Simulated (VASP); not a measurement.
Here is the system:

```xyz
3
Lattice="0.0000 2.5748 2.5748 2.5748 0.0000 2.5748 2.5748 2.5748 0.0000" Properties=species:S:1:pos:R:3 pbc="T T T"
Zr     0.0000     0.0000     0.0000
O      1.2874     1.2874     1.2874
O      3.8622     3.8622     3.8622
```

Calculation: PBE GGA, VASP's PBE PAW potentials (set 64) (plane waves; VASP 6.6.1). Run with 400 eV cut-off, 6×6×6 Γ-centred mesh, Fermi-Dirac smearing of 0.050 eV, potentials Zr_sv O.

At this cut-off the stress carries a Pulay error, which pulls relaxed volumes low. Energy and stress use the plane-wave basis of the starting cell.

Task: The ions, cell shape and volume are relaxed. Give the cell that the relaxation ends in.

Result: 
```xyz
3
Lattice="0.0000 2.5430 2.5430 2.5430 0.0000 2.5430 2.5430 2.5430 0.0000" Properties=species:S:1:pos:R:3 pbc="T T T"
Zr     5.0860     5.0860     5.0860
O      1.2715     1.2715     1.2715
O      3.8145     3.8145     3.8145
```
Space group Fm-3m (225), at a tolerance of 0.03 Å.

Task: How do energy and volume change from the first to the last step?

Result: The energy (σ→0) changes by -13.3 meV/atom and the volume by -3.7 %, in 4 ionic steps.

| step | E(σ→0) (eV) | max force (eV/Å) | pressure (GPa) | volume (Å³) |
|---|---|---|---|---|
| 1 | -28.5970 | 0.000 | -10.03 | 34.14 |
| 2 | -28.4981 | 0.000 | 21.73 | 30.74 |
| 3 | -28.6370 | 0.000 | -0.24 | 32.92 |
| 4 | -28.6370 | 0.000 | -0.04 | 32.89 |

The structure is a typed ZrO2 crystal (Fm-3m). This run relaxes it. Symmetry was kept, so distortions that lower it aren't found. The run is one of a series of settings (EDIFFG = -0.01, IBRION = 2, ISIF = 3, NSW = 50 against the base run), some of them coarse on purpose.
